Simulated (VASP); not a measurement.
OSZICAR of a VASP run on ZrB2 (AlB2 type):

OSZICAR:
```
       N       E                     dE             d eps       ncg     rms          rms(c)
DAV:   1     0.125691948497E+03    0.12569E+03   -0.10769E+04  1820   0.154E+03
DAV:   2    -0.212727041094E+02   -0.14696E+03   -0.14216E+03  2123   0.360E+02
DAV:   3    -0.275266697778E+02   -0.62540E+01   -0.62185E+01  2974   0.647E+01
DAV:   4    -0.276628683157E+02   -0.13620E+00   -0.13616E+00  2318   0.891E+00
DAV:   5    -0.276663400007E+02   -0.34717E-02   -0.34716E-02  2813   0.110E+00    0.214E+01
DAV:   6    -0.250088283132E+02    0.26575E+01   -0.78352E+00  2158   0.199E+01    0.867E+00
DAV:   7    -0.249785027921E+02    0.30326E-01   -0.89260E-01  2746   0.621E+00    0.308E+00
DAV:   8    -0.249797151310E+02   -0.12123E-02   -0.97625E-02  2195   0.291E+00    0.779E-01
DAV:   9    -0.249769021832E+02    0.28129E-02   -0.16689E-02  2286   0.107E+00    0.141E-01
DAV:  10    -0.249768716618E+02    0.30521E-04   -0.86473E-04  2365   0.274E-01    0.426E-02
DAV:  11    -0.249768849741E+02   -0.13312E-04   -0.31300E-05  2477   0.674E-02    0.128E-02
DAV:  12    -0.249768849318E+02    0.42270E-07   -0.17355E-06  2438   0.138E-02    0.372E-03
DAV:  13    -0.249768849667E+02   -0.34854E-07   -0.30284E-07  2176   0.469E-03
   1 F= -.24976885E+02 E0= -.24976807E+02  d E =-.234835E-03
```

Problem. Which electronic solver shows in the log?

Solution. It is blocked Davidson (ALGO = Normal, or the opening steps of other solvers). The INCAR had ALGO = Normal.

Problem. Can the final energy be trusted as converged?

Solution. The run converged. It stopped with EDIFF = 1E-7, NELM = 100 (PBE GGA, plane waves, VASP's PBE PAW potentials (set 64)).

The compound is ZrB2 in the AlB2 type structure. It was relaxed first.
